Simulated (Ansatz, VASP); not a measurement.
# Si4HCl: VASP beside Ansatz

```
Si H Cl
1.0
     7.66719    0.00000    0.00000
    -3.83359    6.63998    0.00000
     0.00000    0.00000   23.42715
Si H Cl
16 4 4
Direct
  0.66667 0.33333 0.40295
  0.66667 0.83333 0.40295
  0.16667 0.33333 0.40295
  0.16667 0.83333 0.40295
  0.50000 0.50000 0.43635
  0.50000 0.00000 0.43635
  0.00000 0.50000 0.43635
  0.00000 0.00000 0.43635
  0.00000 0.50000 0.53649
  0.00000 0.00000 0.53649
  0.50000 0.50000 0.53649
  0.50000 0.00000 0.53649
  0.83333 0.66667 0.56948
  0.83333 0.16667 0.56948
  0.33333 0.66667 0.56948
  0.33333 0.16667 0.56948
  0.66667 0.33333 0.33884
  0.66667 0.83333 0.33884
  0.16667 0.33333 0.33884
  0.16667 0.83333 0.33884
  0.83333 0.66667 0.65789
  0.83333 0.16667 0.65789
  0.33333 0.66667 0.65789
  0.33333 0.16667 0.65789
```

Alike in both runs: functional PBE; dispersion D3(BJ); k mesh 3 × 3 × 1; occupations gaussian, width 0.05 eV; no spin polarisation.

Ansatz relaxed the structure, and its values are those at the end. VASP's run is a single point on that final structure, the one shown.

|  | VASP | Ansatz |
| --- | --- | --- |
| version | VASP 6.6.1 | Ansatz 0.2.0 |
| potentials or method | VASP PAW PBE potentials, release 64 (Si, H, Cl) | scalar-relativistic, plane waves, PAW |
| plane-wave cutoff (eV) | 520 | 420 |
| valence electrons in the cell | 96 | 96 |

```csv
,VASP,Ansatz,Ansatz less VASP
gap on the k mesh at the Fermi level (eV),1.24,1.24,-0.002
least direct gap on the mesh (eV),1.24,1.24,-0.002
rms of the force components (eV/Å),0.050,0.049,-0.0011
```

The functional is the same, so the differences come from potentials, cutoffs and numerics. Ansatz warned: «xc_potential_rough_in_thin_density».
